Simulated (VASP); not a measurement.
Consider the following.

```xyz
2
Lattice="0.0000 2.3892 2.3892 2.3892 0.0000 2.3892 2.3892 2.3892 0.0000" Properties=species:S:1:pos:R:3 pbc="T T T"
B      0.0000     0.0000     0.0000
As     1.1946     1.1946     1.1946
```

Method: SCAN meta-GGA, VASP's PBE PAW potentials (set 64) (plane waves; VASP). Settings: 520 eV cut-off, 11×11×11 Γ-centred mesh, tetrahedra with Blöchl corrections, potentials B As.

Q: Give the energies of bands 2 to 7 at the high-symmetry points, in eV from the valence-band maximum.

A: 
```
band     Γ      X      U      L      W
----  ----  -----  -----  -----  -----
2     0.00  -8.91  -8.52  -9.10  -8.45
3     0.00  -4.21  -6.11  -1.88  -5.63
4     0.00  -4.21  -3.60  -1.88  -5.33
5     3.58   1.66   2.32   3.00   5.66
6     3.58   1.73   5.98   5.14   6.50
7     3.58  12.16   9.84   5.14   7.16
```

The gap is indirect, 1.42 eV, from the valence maximum at Γ to the conduction minimum at Γ-X at 0.78.

The structure comes from a measured BAs entry (F-43m) of the Crystallography Open Database, whose conditions weren't checked. It was relaxed first.
